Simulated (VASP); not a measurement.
```
KBr
1.0
    0.00000     3.30000     3.30000
    3.30000     0.00000     3.30000
    3.30000     3.30000     0.00000
K Br
1 1
Direct
  0.00000   0.00000   0.00000
  0.50000   0.50000   0.50000
```

The numbers are results of PBE GGA, VASP's PBE PAW potentials (set 64) (plane waves; VASP), not measurements. Numerical set-up: 400 eV cut-off, KSPACING 0.5 per Å, Gaussian smearing of 0.050 eV, potentials K_sv Br.

Gaps are read on the run's mesh, which can miss a band edge.

Q: What does the run give for the energy per atom (σ→0), band gap (on the k-mesh) with the smallest direct gap where there is one?

A: 
```
Quantity                                      Value
-----------------------------------  --------------
band gap (on the k-mesh)                    4.43 eV
smallest direct gap (on the k-mesh)         4.43 eV
energy per atom (σ→0)                -3.107 eV/atom
```

The compound is KBr in the rock salt structure. The cell was not relaxed at this level. The run is one of a series of settings (KGAMMA = .TRUE., KSPACING = 0.5, KPOINTS file removed against the base run), some of them coarse on purpose.
